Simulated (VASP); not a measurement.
```
CELL_PARAMETERS angstrom
      0.00000     1.99246     1.99246
      1.99246     0.00000     1.99246
      1.99246     1.99246     0.00000
ATOMIC_POSITIONS crystal
  Li 0.00000 0.00000 0.00000
  H  0.50000 0.50000 0.50000
```

Computed with r2SCAN+rVV10, VASP's PBE PAW potentials (set 64) (plane waves; VASP). Settings: 520 eV cut-off, 13×13×13 Γ-centred mesh, tetrahedra with Blöchl corrections, potentials Li_sv H.

Give the energies of bands 2 to 4 at the high-symmetry points, in eV from the valence-band maximum.

| band | Γ | X | U | L | W |
|---|---|---|---|---|---|
| 2 | -5.53 | 0.00 | -0.53 | -2.70 | -0.25 |
| 3 | 17.86 | 3.53 | 4.74 | 5.68 | 5.95 |
| 4 | 19.57 | 11.81 | 8.43 | 15.08 | 5.95 |

The gap is direct, 3.53 eV, from the valence maximum at X to the conduction minimum at X.

The compound is LiH in the rock salt structure. It was relaxed first, which changed the volume by -7 %.
